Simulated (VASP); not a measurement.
Consider the following.

```xyz
8
Lattice="5.4200 0.0000 0.0000 -2.7100 4.6939 0.0000 0.0000 0.0000 9.6534" Properties=species:S:1:pos:R:3 pbc="T T T"
Na     0.0000     3.1293     8.8549
Na     2.7100     1.5646     0.7984
Na     2.7100     1.5646     4.0283
Na     0.0000     3.1293     5.6251
Na     0.0000     0.0000     2.4133
Na     0.0000     0.0000     7.2400
Bi     2.7100     1.5646     7.2400
Bi     0.0000     3.1293     2.4133
```

Calculation: LDA (Ceperley-Alder, Perdew-Zunger), VASP's LDA PAW potentials (set 64) (plane waves; VASP). Numerical set-up: 300 eV cut-off, 5×5×3 Γ-centred mesh, Fermi-Dirac smearing of 0.050 eV, potentials Na_pv Bi_d.

Task: Give the energies of bands 31 to 42 at the high-symmetry points, in eV from the Fermi level.

Result: 
```
band      Γ      M      K      A      L      H
----  -----  -----  -----  -----  -----  -----
31    -2.36  -2.29  -1.90  -1.76  -2.26  -1.91
32    -0.25  -1.98  -1.72  -1.76  -2.26  -1.91
33    -0.25  -1.34  -1.72  -0.09  -0.76  -1.63
34    -0.17  -0.76  -1.27  -0.09  -0.76  -1.63
35    -0.17  -0.74  -0.97  -0.09  -0.56  -0.53
36     0.00  -0.34  -0.97  -0.09  -0.56  -0.53
37     0.00   1.64   1.33   1.15   1.21   2.03
38     1.32   1.74   3.41   1.15   1.21   2.03
39     3.50   1.76   3.41   3.44   2.67   2.31
40     3.67   3.51   3.44   3.44   2.67   2.31
41     3.67   3.82   3.54   3.74   4.05   4.40
42     4.14   3.82   3.54   3.74   4.05   4.40
```

It has no gap at this level: it comes out as a metal or semimetal.

The structure comes from a computed database's Na3Bi entry (P6_3/mmc); how it stands against other phases isn't given here. The cell was not relaxed at this level.
